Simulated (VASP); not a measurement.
ZrZn:

```
CELL_PARAMETERS angstrom
3.33600 0.00000 0.00000
0.00000 3.33600 0.00000
0.00000 0.00000 3.33600
ATOMIC_POSITIONS crystal
Zr 0.50000 0.50000 0.50000
Zn 0.00000 0.00000 0.00000
```

| Item | Value |
| --- | --- |
| Program | VASP 6.6.1 |
| Task | relaxation of cell and atoms |
| Functional | LDA |
| Potentials or basis | VASP PAW LDA potentials, release 64 (Zr_sv, Zn) |
| Cutoff | 600 eV |
| k mesh | 12 × 12 × 12 |
| Occupations | gaussian, width 0.1 eV |
| Spin | no spin polarisation |

At the start: pressure -7.3 GPa; volume 18.56 Å³/atom.

Task: Where does the relaxation end?

Result: Over 3 steps the energy falls by 28.7 meV/atom and the volume is 17.38 Å³/atom (-6.4 %); space group Pm-3m (No. 221, to 0.05 Å).

The path:
```csv
step,energy change (eV),largest force (eV/Å),pressure (GPa),volume (Å³)
1,0.0000,0.0000,-7.30,37.13
2,-0.0076,0.0000,8.47,32.76
3,-0.0575,0.0000,-0.04,34.77
```

Final structure:
```
Zr Zn
1.0
     3.26383    0.00000    0.00000
     0.00000    3.26383    0.00000
     0.00000    0.00000    3.26383
Zr Zn
1 1
Direct
  0.50000 0.50000 0.50000
  0.00000 0.00000 0.00000
```
